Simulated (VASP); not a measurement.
The input files of a VASP run:

### KPOINTS
```
Automatic mesh
0
Gamma
10 10 10
0 0 0
```

**INCAR**
```
ALGO = Normal
EDIFF = 1E-7
ENCUT = 400
GGA = PS
ISIF = 2
ISMEAR = -5
LASPH = T
LCHARG = T
LMAXMIX = 4
LORBIT = 11
LREAL = F
LWAVE = F
NEDOS = 601
NELM = 100
PREC = Accurate
SYSTEM = Ni3Si
```

File POSCAR:
```
Ni3Si
1
    3.4591064442     0.0000000000     0.0000000000
    0.0000000000     3.4591064442    -0.0000000000
    0.0000000000     0.0000000000     3.4591064442
Si Ni
1 3
Direct
  0.0000000000   0.0000000000   0.0000000000
  0.0000000000   0.5000000000   0.5000000000
  0.5000000000   0.0000000000   0.5000000000
  0.5000000000   0.5000000000   0.0000000000
```

POTCAR, in this order: Si Ni (PBE.64 set). Program: vasp_std.

Question: Write an equivalent input for Ansatz.

Answer: One equivalent input (not run):
Ansatz 0.2 input:
```yaml
crystal:
  lattice:
    - [3.4591064, 0.0000000, 0.0000000]
    - [0.0000000, 3.4591064, 0.0000000]
    - [0.0000000, 0.0000000, 3.4591064]
  atoms:
    - { symbol: Si, position: [0.0000000, 0.0000000, 0.0000000] }
    - { symbol: Ni, position: [0.0000000, 0.5000000, 0.5000000] }
    - { symbol: Ni, position: [0.5000000, 0.0000000, 0.5000000] }
    - { symbol: Ni, position: [0.5000000, 0.5000000, 0.0000000] }
kpoints:
  mp_grid: { grid: [10, 10, 10] }
hamiltonian:
  xc: pbesol
  pseudopotentials: { kind: paw }
scf:
  occupations: { method: tetrahedron }
  max_iter: 100
output: { forces: true, stress: true, eigenvalues: true }
```
Limits of the translation: each code has its own PAW files, so the cut-off isn't converted (ENCUT is set for VASP's; basis.ecutwfc is left out, and Ansatz then takes the one that its files recommend); Ansatz stops its SCF on the density residual and VASP on the energy change (EDIFF).

The compound is Ni3Si in the L1_2 structure. It was relaxed first.
